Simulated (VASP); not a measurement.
All values below come from PBE GGA, VASP's PBE PAW potentials (set 64) (plane waves; VASP).

VASP input:

POSCAR:
```
SnSe
11.3637270
  1.0000000000   0.0000000000   0.0000000000
  0.0000000000   0.3537454745   0.0000000000
  0.0000000000   0.0000000000   0.4030113536
Sn Se
4 4
Cart
  0.6187900000   0.2653091059   0.1517539252
  0.3812100000   0.0884363686   0.2512574284
  0.8812100000   0.0884363686   0.3532596020
  0.1187900000   0.2653091059   0.0497517516
  0.1485500000   0.0884363686   0.2052053210
  0.8514500000   0.2653091059   0.1978060326
  0.3514500000   0.2653091059   0.0036996442
  0.6485500000   0.0884363686   0.3993117094
```

### KPOINTS
```
K-points
0
Gamma
1 3 3
```

### INCAR
```
ALGO  =  Normal
EDIFF  =  1E-6
ENCUT  =  300
GGA  =  PE
ISIF  =  2
ISMEAR  =  0
LASPH  =  T
LCHARG  =  F
LMAXMIX  =  4
LREAL  =  F
LWAVE  =  F
NELM  =  100
PREC  =  Accurate
SIGMA  =  0.01
SYSTEM  =  SnSe
```

POTCAR, in this order: Sn_d Se (PBE.64 set). Program: vasp_std.

Output of the run:

OSZICAR:
```
       N       E                     dE             d eps       ncg     rms          rms(c)
DAV:   1     0.730021144634E+03    0.73002E+03   -0.27907E+04   400   0.156E+03
DAV:   2     0.817766325024E+02   -0.64824E+03   -0.62963E+03   392   0.484E+02
DAV:   3    -0.269869527298E+02   -0.10876E+03   -0.10531E+03   480   0.175E+02
DAV:   4    -0.325261429888E+02   -0.55392E+01   -0.54932E+01   448   0.425E+01
DAV:   5    -0.326914140672E+02   -0.16527E+00   -0.16517E+00   472   0.736E+00    0.722E+00
DAV:   6    -0.319811647614E+02    0.71025E+00   -0.13718E+00   544   0.546E+00    0.461E+00
DAV:   7    -0.319574771050E+02    0.23688E-01   -0.65913E-01   496   0.285E+00    0.152E+00
DAV:   8    -0.319517328463E+02    0.57443E-02   -0.80468E-02   512   0.174E+00    0.348E-01
DAV:   9    -0.319522751928E+02   -0.54235E-03   -0.88490E-03   448   0.614E-01    0.111E-01
DAV:  10    -0.319523756602E+02   -0.10047E-03   -0.82514E-04   488   0.139E-01    0.613E-02
DAV:  11    -0.319524344473E+02   -0.58787E-04   -0.29854E-04   512   0.938E-02    0.217E-02
DAV:  12    -0.319524188246E+02    0.15623E-04   -0.69555E-05   520   0.415E-02    0.782E-03
DAV:  13    -0.319524201118E+02   -0.12872E-05   -0.62311E-06   376   0.119E-02    0.234E-03
DAV:  14    -0.319524201403E+02   -0.28498E-07   -0.51136E-07   288   0.592E-03
   1 F= -.31952420E+02 E0= -.31952420E+02  d E =-.207459E-18
```

File OUTCAR:
```
------------------------ aborting loop because EDIFF is reached ----------------------------------------
  FORCE on cell =-STRESS in cart. coord.  units (eV):
  Direction    XX          YY          ZZ          XY          YZ          ZX
  --------------------------------------------------------------------------------------
  Total        8.1458373      9.7668628      5.8780052      0.0000000     -0.0000000      0.0000000
  in kB       62.3843660     74.7988843     45.0163213      0.0000000     -0.0000000      0.0000000
  external PRESSURE =      60.7331905 kB  Pullay stress =       0.0000000 kB
  volume of cell :      209.20
      direct lattice vectors                 reciprocal lattice vectors
    11.363727000  0.000000000  0.000000000     0.087999298  0.000000000  0.000000000
     0.000000000  4.019867000  0.000000000     0.000000000  0.248764449  0.000000000
     0.000000000  0.000000000  4.579711000     0.000000000  0.000000000  0.218354390
 POSITION                                       TOTAL-FORCE (eV/Angst)
 -----------------------------------------------------------------------------------
      7.03176      3.01490      1.72449        -0.450533     -0.000000      0.394059
      4.33197      1.00497      2.85522         0.450533     -0.000000     -0.394059
     10.01383      1.00497      4.01435         0.450533      0.000000      0.394059
      1.34990      3.01490      0.56537        -0.450533     -0.000000     -0.394059
      1.68808      1.00497      2.33190        -0.401626      0.000000      0.253423
      9.67565      3.01490      2.24781         0.401626     -0.000000     -0.253423
      3.99378      3.01490      0.04204         0.401626     -0.000000      0.253423
      7.36995      1.00497      4.53767        -0.401626     -0.000000     -0.253423
 -----------------------------------------------------------------------------------
    total drift:                                0.000000      0.000000      0.000000
  FREE ENERGIE OF THE ION-ELECTRON SYSTEM (eV)
  ---------------------------------------------------
  free  energy   TOTEN  =       -31.9524201403 eV

  energy  without entropy=      -31.9524201403  energy(sigma->0) =      -31.95242014
```
(Selected blocks of OUTCAR.)

At this cut-off the stress carries a Pulay error, which pulls relaxed volumes low.

The structure comes from a computed database's SnSe entry; how it stands against other phases isn't given here. The cell was not relaxed at this level, and its volume differs by -5.9 % from the start's. The k-mesh is coarse (spacing up to 0.55 per Å, 2π included), so the numbers may not be converged in it.
